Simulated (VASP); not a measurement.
Method: PBEsol GGA, VASP's PBE PAW potentials (set 64) (plane waves; VASP 6.6.1).

Input for VASP

INCAR:
```
SYSTEM = RuAl
PREC = Accurate; ENCUT = 500; LREAL = .False.
LASPH = .True.
EDIFF = 1E-6; NELM = 100; ALGO = Normal
LMAXMIX = 4
ISMEAR = 1; SIGMA = 0.1
GGA = PS
IBRION = 2; NSW = 40; ISIF = 3
EDIFFG = -0.02
LWAVE = .False.; LCHARG = .False.
```

### POSCAR
```
RuAl
1
    2.9749525989     0.0000000000     0.0000000000
    0.0000000000     2.9749525989     0.0000000000
   -0.0000000000     0.0000000000     2.9749525989
Al Ru
1 1
Direct
  0.5000000000   0.5000000000   0.5000000000
  0.0000000000   0.0000000000   0.0000000000
```

### KPOINTS
```
Automatic mesh
0
Gamma
12 12 12
0 0 0
```

POTCAR, in this order: Al Ru_pv (PBE.64 set). Program: vasp_std.

Problem. Estimate the energy per atom (σ→0), band gap (on the k-mesh).

Solution. 
```json
{
 "energy per atom (σ→0)": "-7.763 eV/atom",
 "band gap (on the k-mesh)": "none (metal, semimetal or under 0.01 eV)"
}
```

OSZICAR:
```
...
DAV:   6    -0.156286124459E+02    0.69747E+00   -0.42051E+00  2140   0.235E+01    0.247E+00
DAV:   7    -0.155466590214E+02    0.81953E-01   -0.31375E-01  2144   0.673E+00    0.217E+00
DAV:   8    -0.155267977464E+02    0.19861E-01   -0.20117E-02  2180   0.131E+00    0.229E-01
DAV:   9    -0.155265949389E+02    0.20281E-03   -0.32038E-04  2408   0.156E-01    0.147E-01
DAV:  10    -0.155265859030E+02    0.90358E-05   -0.30901E-05  2584   0.730E-02    0.125E-02
DAV:  11    -0.155265844115E+02    0.14915E-05   -0.23625E-06  1740   0.210E-02    0.707E-03
DAV:  12    -0.155265839873E+02    0.42421E-06   -0.87234E-08  1108   0.374E-03
   1 F= -.15526584E+02 E0= -.15526446E+02  d E =-.155266E+02
```

The compound is RuAl in the CsCl type structure. It was relaxed first. The electron count is odd and the run is not spin-polarised, which forces a metal.
